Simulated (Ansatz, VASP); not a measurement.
# Te2Mo in two plane-wave programs

Wanted: the spread between two codes on one cell, functional and k mesh. Valence electrons are named where the data sets of a main pair hold unlike numbers.

Method: plane waves, with VASP 6.6.1 beside it; band structure at LDA and band structure at r2SCAN, in Ansatz 0.2.0.

The database entry behind the starting cell has ideal inner coordinates that were not refined, so it need not match the best structure at ambient conditions.

### 1. The structure

The structure is hexagonal, space group P6_3/mmc (No. 194). Conventional cell: a = 3.519 Å, b = 3.519 Å, c = 13.964 Å, α = 90.00°, β = 90.00°, γ = 120.00°. Nearest to Te lie 3 Mo at 2.68 Å. Nearest to Mo lie 6 Te at 2.68 Å. Farther neighbours and most contacts between anions are not listed.

Structure file:

```xyz
6
Lattice="3.5190 0.0000 0.0000 -1.7595 3.0475 0.0000 0.0000 0.0000 13.9640" Properties=species:S:1:pos:R:3 pbc="T T T"
Te    1.7595    1.0158    5.2365
Te    0.0000    2.0317   12.2185
Te    1.7595    1.0158    1.7455
Te    0.0000    2.0317    8.7275
Mo    1.7595    1.0158   10.4730
Mo    0.0000    2.0317    3.4910
```

### 2. VASP: band structure, LDA

A single point gives forces, pressure and levels at one fixed geometry, so differences don't come from the geometry; what else differs is listed under the comparison.

Lines of VASP's logs that name or quote its potential files are left out, and so is its time.

Input file INCAR:

```
SYSTEM = Te2Mo
PREC = Accurate
ENCUT = 350
EDIFF = 1E-06
NELM = 100
ISMEAR = 0
SIGMA = 0.03
LREAL = .FALSE.
ALGO = Normal
GGA = CA
NBANDS = 45
ISPIN = 2
MAGMOM = 0 0 0 0 1 -1
LMAXMIX = 4
LORBIT = 11
LWAVE = .FALSE.
LCHARG = .FALSE.
KPAR = 4
```

Input file POSCAR:

```
Te2Mo
1.0
    3.5190000000      0.0000000000      0.0000000000
   -1.7595000000      3.0475433959      0.0000000000
    0.0000000000      0.0000000000     13.9640000000
Te Mo
4 2
Direct
    0.6666666667      0.3333333333      0.3750000000
    0.3333333333      0.6666666667      0.8750000000
    0.6666666667      0.3333333333      0.1250000000
    0.3333333333      0.6666666667      0.6250000000
    0.6666666667      0.3333333333      0.7500000000
    0.3333333333      0.6666666667      0.2500000000
```

Input file KPOINTS:

```
Automatic mesh
0
Gamma
8 8 2
0 0 0
```

Input file KPOINTS_OPT:

```
Line mode
8
Line-mode
Reciprocal
  0.00000000   0.00000000   0.00000000 GAMMA
  0.50000000   0.00000000   0.00000000 M

  0.50000000   0.00000000   0.00000000 M
  0.33333333   0.33333333   0.00000000 K

  0.33333333   0.33333333   0.00000000 K
  0.00000000   0.00000000   0.00000000 GAMMA

  0.00000000   0.00000000   0.00000000 GAMMA
  0.00000000   0.00000000   0.50000000 A

  0.00000000   0.00000000   0.50000000 A
  0.50000000   0.00000000   0.50000000 L

  0.50000000   0.00000000   0.50000000 L
  0.33333333   0.33333333   0.50000000 H

  0.33333333   0.33333333   0.50000000 H
  0.00000000   0.00000000   0.50000000 A

  0.50000000   0.00000000   0.50000000 L
  0.50000000   0.00000000   0.00000000 M

  0.33333333   0.33333333   0.00000000 K
  0.33333333   0.33333333   0.50000000 H
```

Potentials, in the order of the species: Te and Mo_sv (LDA family, release 64).

Launch:

```console
$ mpirun -np 4 vasp_std
```

Numbers of over 12 decimals in the logs are rounded to 6 here.

The log of the run:

```text
[banner, memory and clock lines left out]
running    4 mpi-ranks, on    1 nodes
 distrk:  each k-point on    1 cores,    4 groups
 distr:  one band on    1 cores,    1 groups

 POSCAR found type information on POSCAR TeMo
 POSCAR found :  2 types and       6 ions
 LDA part: xc-table for (Slater(with rela. corr.)+CA(PZ))
 , standard interpolation
 POSCAR, INCAR and KPOINTS ok, starting setup
 FFT: planning ... GRIDC
 FFT: planning ... GRID_SOFT
 FFT: planning ... GRID
 WAVECAR not read
 entering main loop
       N       E                     dE             d eps       ncg     rms          rms(c)
DAV:   1     0.303126182070E+03    0.30313E+03   -0.21496E+04  4184   0.757E+02
DAV:   2    -0.270101098714E+02   -0.33014E+03   -0.31518E+03  4266   0.235E+02
DAV:   3    -0.420125098485E+02   -0.15002E+02   -0.14797E+02  4257   0.450E+01
DAV:   4    -0.422683010420E+02   -0.25579E+00   -0.25565E+00  4171   0.596E+00
DAV:   5    -0.422758869544E+02   -0.75859E-02   -0.75858E-02  4280   0.964E-01    0.246E+01
DAV:   6    -0.414934410546E+02    0.78245E+00   -0.39771E+00  3920   0.106E+01    0.988E+00
DAV:   7    -0.414306642474E+02    0.62777E-01   -0.21240E+00  3736   0.785E+00    0.705E+00
DAV:   8    -0.411586692938E+02    0.27199E+00   -0.52805E-01  3896   0.412E+00    0.204E+00
DAV:   9    -0.411718418251E+02   -0.13173E-01   -0.57571E-02  4200   0.838E-01    0.808E-01
DAV:  10    -0.411764348542E+02   -0.45930E-02   -0.24269E-03  4142   0.219E-01    0.520E-01
DAV:  11    -0.411789619437E+02   -0.25271E-02   -0.35606E-03  4288   0.316E-01    0.155E-01
DAV:  12    -0.411792823741E+02   -0.32043E-03   -0.27104E-04  4280   0.661E-02    0.980E-02
DAV:  13    -0.411793134861E+02   -0.31112E-04   -0.34819E-05  4043   0.265E-02    0.546E-02
DAV:  14    -0.411793741852E+02   -0.60699E-04   -0.19308E-05  4400   0.205E-02    0.326E-02
DAV:  15    -0.411793773008E+02   -0.31156E-05   -0.13586E-05  4290   0.188E-02    0.839E-03
DAV:  16    -0.411793775812E+02   -0.28039E-06   -0.13603E-06  2364   0.450E-03
   1 F= -.41179378E+02 E0= -.41179378E+02  d E =-.218838E-45  mag=    -0.0000
 Start KPOINTS_OPT (optional k-point list driver)
k-point batch [1-20\72]
       N       E                     dE             ncg
DAV:   1    -0.124860968010E+04   -0.24313E+05     4216
DAV:   2    -0.790104371783E+04   -0.66524E+04     4250
DAV:   3    -0.819869410731E+04   -0.29765E+03     4165
DAV:   4    -0.820366135880E+04   -0.49673E+01     4172
DAV:   5    -0.820380882612E+04   -0.14747E+00     4179
DAV:   6    -0.820381449386E+04   -0.56677E-02     4250
DAV:   7    -0.820381477272E+04   -0.27886E-03     4215
DAV:   8    -0.820381478737E+04   -0.14651E-04     3373
DAV:   9    -0.820381478819E+04   -0.82152E-06     2615
[...]
k-point batch [61-72\72]
       N       E                     dE             ncg
DAV:   1     0.603942178555E+04   -0.19769E+05     2560
DAV:   2     0.222171124128E+04   -0.38177E+04     2523
DAV:   3     0.204527174012E+04   -0.17644E+03     2487
DAV:   4     0.204241813526E+04   -0.28536E+01     2457
DAV:   5     0.204234095043E+04   -0.77185E-01     2460
DAV:   6     0.204233776946E+04   -0.31810E-02     2489
DAV:   7     0.204233761960E+04   -0.14986E-03     2474
DAV:   8     0.204233761229E+04   -0.73102E-05     1842
DAV:   9     0.204233761193E+04   -0.36541E-06     1441
```

OUTCAR, selected parts (step 2):

```text
ion  position               nearest neighbor table
   1  0.667  0.333  0.375-   6 2.68   6 2.68   6 2.68   3 3.49
   2  0.333  0.667  0.875-   5 2.68   5 2.68   5 2.68   4 3.49
   3  0.667  0.333  0.125-   6 2.68   6 2.68   6 2.68   1 3.49
   4  0.333  0.667  0.625-   5 2.68   5 2.68   5 2.68   2 3.49
   5  0.667  0.333  0.750-   2 2.68   4 2.68   2 2.68   4 2.68   2 2.68   4 2.68
   6  0.333  0.667  0.250-   1 2.68   3 2.68   1 2.68   3 2.68   1 2.68   3 2.68

  LATTYP: Found a hexagonal cell.
 ALAT       =     3.5190000000
 C/A-ratio  =     3.9681727764

 Subroutine GETGRP returns: Found 24 space group operations
 (whereof 12 operations were pure point group operations)

The static configuration has the point symmetry D_3d.
 The point group associated with its full space group is D_6h.

 Found     20 irreducible k-points:

   k-points           NKPTS =     20   k-points in BZ     NKDIM =     20   number of bands    NBANDS=     45

   dimension x,y,z NGX =    24 NGY =   24 NGZ =   90
   dimension x,y,z NGXF=    48 NGYF=   48 NGZF=  180

   ENCUT  =  350.0 eV  25.72 Ry    5.07 a.u.   5.37  5.37 21.30*2*pi/ulx,y,z

   NELECT =      52.0000    total number of electrons

 k-points in reciprocal lattice and weights: Automatic mesh
   0.00000000  0.00000000  0.00000000       0.008
   0.12500000  0.00000000  0.00000000       0.047
   0.25000000  0.00000000  0.00000000       0.047
   0.37500000  0.00000000  0.00000000       0.047
   0.50000000  0.00000000  0.00000000       0.023
   0.12500000  0.12500000  0.00000000       0.047
   0.25000000  0.12500000  0.00000000       0.094
   0.37500000  0.12500000  0.00000000       0.094
   0.25000000  0.25000000  0.00000000       0.047
[...]
0.25000000  0.25000000  0.50000000       0.047
   0.37500000  0.25000000  0.50000000       0.047

 average (electrostatic) potential at core
       1 -86.9723       2 -86.9723       3 -86.9723       4 -86.9723       5 -73.5103
       6 -73.5103

 E-fermi :   8.3896

 spin component 1
 k-point     1 :       0.0000    0.0000    0.0000
  band No.  band energies     occupation
    ...
     22       6.8101      1.00000
     23       6.8101      1.00000
     24       7.0299      1.00000
     25       7.7381      1.00000
     26       8.0953      1.00000
     27      10.9502      0.00000
     28      10.9502      0.00000
     29      11.0496      0.00000
     30      11.0496      0.00000
     31      11.2599      0.00000
    ...

 k-point     2 :       0.1250    0.0000    0.0000
  band No.  band energies     occupation
    ...
     22       6.5382      1.00000
     23       6.8174      1.00000
     24       7.0611      1.00000
     25       7.8375      1.00000
     26       7.9636      1.00000
     27      10.3525      0.00000
     28      10.3583      0.00000
     29      10.3922      0.00000
     30      10.5174      0.00000
     31      10.7730      0.00000
    ...

 k-point     3 :       0.2500    0.0000    0.0000
  band No.  band energies     occupation
    ...
     22       6.5583      1.00000
     23       6.6177      1.00000
     24       6.9195      1.00000
     25       7.0998      1.00000
     26       7.3029      1.00000
     27       9.2547      0.00000
     28       9.8759      0.00000
     29       9.9439      0.00000
     30       9.9975      0.00000
     31      10.2047      0.00000
    ...

 k-point     4 :       0.3750    0.0000    0.0000
  band No.  band energies     occupation
    ...
     22       6.6353      1.00000
     23       6.6802      1.00000
     24       6.9151      1.00000
     25       7.0814      1.00000
     26       7.2249      1.00000
     27       9.2337      0.00000
     28       9.3617      0.00000
     29       9.5151      0.00000
     30       9.7514      0.00000
     31      10.4490      0.00000
    ...

 k-point     5 :       0.5000    0.0000    0.0000
  band No.  band energies     occupation
    ...
     22       6.3230      1.00000
     23       6.9788      1.00000
     24       7.0372      1.00000
     25       7.3099      1.00000
     26       7.5320      1.00000
     27       9.1795      0.00000
     28       9.2347      0.00000
     29       9.4556      0.00000
     30       9.7106      0.00000
     31      10.7431      0.00000
    ...

 k-point     6 :       0.1250    0.1250    0.0000
  band No.  band energies     occupation
    ...
     22       6.3377      1.00000
     23       6.9619      1.00000
     24       7.0414      1.00000
     25       7.3513      1.00000
     26       7.7455      1.00000
     27       9.3988      0.00000
     28       9.7715      0.00000
     29      10.0054      0.00000
     30      10.0206      0.00000
     31      10.2611      0.00000
    ...

  Total       -0.8037563     -0.8037563      2.9342591     -0.0000000      0.0000000      0.0000000
  in kB       -8.5991589     -8.5991589     31.3927992     -0.0000000      0.0000000      0.0000000
  external PRESSURE =       4.7314938 kB  Pullay stress =       0.0000000 kB

  energy-cutoff  :      350.00
  volume of cell :      149.75
      direct lattice vectors                 reciprocal lattice vectors
     3.519000000  0.000000000  0.000000000     0.284171640  0.164066573  0.000000000
    -1.759500000  3.047543396  0.000000000     0.000000000  0.328133145  0.000000000
     0.000000000  0.000000000 13.964000000     0.000000000  0.000000000  0.071612718

 POSITION                                       TOTAL-FORCE (eV/Angst)
 -----------------------------------------------------------------------------------
      1.75950      1.01585      5.23650        -0.000000      0.000000      0.606516
     -0.00000      2.03170     12.21850        -0.000000     -0.000000      0.606516
      1.75950      1.01585      1.74550        -0.000000      0.000000     -0.606516
     -0.00000      2.03170      8.72750        -0.000000     -0.000000     -0.606516
      1.75950      1.01585     10.47300        -0.000000      0.000000     -0.000000
     -0.00000      2.03170      3.49100         0.000000     -0.000000     -0.000000
 -----------------------------------------------------------------------------------
    total drift:                               -0.000000      0.000000     -0.000000

  FREE ENERGIE OF THE ION-ELECTRON SYSTEM (eV)
  ---------------------------------------------------
  free  energy   TOTEN  =       -41.1793775812 eV

  energy  without entropy=      -41.1793775812  energy(sigma->0) =      -41.17937758

 total charge
# of ion       s       p       d       tot
------------------------------------------
    1        1.390   2.004   0.072   3.466
    2        1.390   2.004   0.072   3.466
    3        1.390   2.004   0.072   3.466
    4        1.390   2.004   0.072   3.466
    5        2.270   6.160   4.063  12.492
    6        2.270   6.160   4.063  12.492
--------------------------------------------------
tot         10.100  20.335   8.414  38.850

 magnetization (x)
# of ion       s       p       d       tot
------------------------------------------
    1        0.000   0.000  -0.000   0.000
    2       -0.000  -0.000   0.000  -0.000
    3        0.000   0.000  -0.000   0.000
    4       -0.000  -0.000   0.000  -0.000
    5        0.000   0.000  -0.000  -0.000
    6       -0.000  -0.000   0.000   0.000
--------------------------------------------------
tot          0.000   0.000   0.000   0.000

[... 1 further part left out ...]
```

The moments of VASP's start collapse, so its state is non-magnetic.

(Continued in part 2 of 3.)

[Lines on the potential files, build, host, timing and source positions are cut from VASP's logs without a mark.]

[Logs are printed without paths, hosts, clocks, repeated set-up lines and the standing remarks that a program may print on its own settings, such as how far it seeks lower states.]

[Hosts, paths, dates, database ids (printed as entryN), source tags and the programs' standing remarks are cut or masked in the printed files.]
